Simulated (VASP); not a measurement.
All values below come from PBEsol GGA, VASP's PBE PAW potentials (set 64) (plane waves; VASP).

VASP ran on this input.

INCAR:
```
GGA = PS
LASPH = .TRUE.   # aspherical one-centre terms
LMAXMIX = 4
ISIF = 2   # forces and stress, cell fixed
NEDOS = 601
NELM = 100   # most electronic steps
EDIFF = 1E-7   # SCF stop (eV)
LWAVE = .FALSE.
ALGO = Normal   # blocked Davidson
LORBIT = 11
SYSTEM = TiTe
ISMEAR = -5   # tetrahedra, Bloechl
ENCUT = 400   # plane-wave cut-off (eV)
PREC = Accurate
LCHARG = .TRUE.
LREAL = .FALSE.   # projection in real space or not
```

POSCAR:
```
TiTe
1
    3.3759988184     0.0000000000    -0.0000000000
    0.0000000000     3.3759988184    -0.0000000000
   -0.0000000000     0.0000000000     3.3759988184
Ti Te
1 1
Direct
  0.0000000000   0.0000000000   0.0000000000
  0.5000000000   0.5000000000   0.5000000000
```

KPOINTS:
```
Automatic mesh
0
G
 12 12 12
0 0 0
```

POTCAR, in this order: Ti_sv Te (PBE.64 set). Program: vasp_std.

The run wrote:

**OSZICAR**
```
       N       E                     dE             d eps       ncg     rms          rms(c)
DAV:   1     0.115665136735E+03    0.11567E+03   -0.77466E+03  2194   0.120E+03
DAV:   2    -0.532564178616E+01   -0.12099E+03   -0.11865E+03  2274   0.323E+02
DAV:   3    -0.140236013167E+02   -0.86980E+01   -0.85852E+01  3255   0.817E+01
DAV:   4    -0.143362533164E+02   -0.31265E+00   -0.31199E+00  2685   0.146E+01
DAV:   5    -0.143491426697E+02   -0.12889E-01   -0.12876E-01  3315   0.260E+00    0.114E+01
DAV:   6    -0.131242405147E+02    0.12249E+01   -0.10691E+01  3042   0.346E+01    0.517E+00
DAV:   7    -0.129312718517E+02    0.19297E+00   -0.16803E+00  2758   0.132E+01    0.310E+00
DAV:   8    -0.129120884850E+02    0.19183E-01   -0.21804E-01  2517   0.469E+00    0.891E-01
DAV:   9    -0.129073148872E+02    0.47736E-02   -0.14629E-02  2665   0.153E+00    0.506E-01
DAV:  10    -0.129066424054E+02    0.67248E-03   -0.87873E-03  2707   0.111E+00    0.128E-01
DAV:  11    -0.129066035601E+02    0.38845E-04   -0.12309E-03  2671   0.412E-01    0.735E-02
DAV:  12    -0.129065691335E+02    0.34427E-04   -0.47996E-05  2669   0.670E-02    0.130E-02
DAV:  13    -0.129065643234E+02    0.48101E-05   -0.53627E-06  2892   0.174E-02    0.245E-03
DAV:  14    -0.129065655536E+02   -0.12302E-05   -0.34896E-07  2378   0.631E-03    0.935E-04
DAV:  15    -0.129065656433E+02   -0.89693E-07   -0.12368E-08  1232   0.101E-03
   1 F= -.12906566E+02 E0= -.12906566E+02  d E =0.000000E+00
```

OUTCAR:
```
------------------------ aborting loop because EDIFF is reached ----------------------------------------
  FORCE on cell =-STRESS in cart. coord.  units (eV):
  Direction    XX          YY          ZZ          XY          YZ          ZX
  --------------------------------------------------------------------------------------
  Total       -0.0026758     -0.0026758     -0.0026758      0.0000000      0.0000000     -0.0000000
  in kB       -0.1114201     -0.1114201     -0.1114201      0.0000000      0.0000000     -0.0000000
  external PRESSURE =      -0.1114201 kB  Pullay stress =       0.0000000 kB
  volume of cell :       38.48
      direct lattice vectors                 reciprocal lattice vectors
     3.375998818  0.000000000  0.000000000     0.296208634  0.000000000  0.000000000
     0.000000000  3.375998818  0.000000000     0.000000000  0.296208634  0.000000000
     0.000000000  0.000000000  3.375998818     0.000000000  0.000000000  0.296208634
 POSITION                                       TOTAL-FORCE (eV/Angst)
 -----------------------------------------------------------------------------------
      0.00000      0.00000      0.00000         0.000000      0.000000      0.000000
      1.68800      1.68800      1.68800         0.000000      0.000000      0.000000
 -----------------------------------------------------------------------------------
    total drift:                               -0.000000      0.000000      0.000000
  FREE ENERGIE OF THE ION-ELECTRON SYSTEM (eV)
  ---------------------------------------------------
  free  energy   TOTEN  =       -12.9065656433 eV

  energy  without entropy=      -12.9065656433  energy(sigma->0) =      -12.90656564

 total charge

# of ion       s       p       d       tot
------------------------------------------
    1        2.150   6.077   1.987  10.214
    2        1.364   2.024   0.090   3.479
--------------------------------------------------
tot          3.514   8.101   2.078  13.693
```
(Selected blocks of OUTCAR.)

For a metal the tetrahedron method with Blöchl corrections gives inexact stress and forces.

The structure was generated: TiTe was put into the CsCl type type (Pm-3m), which need not be its known phase. It was relaxed first, which changed the volume by -34 %.
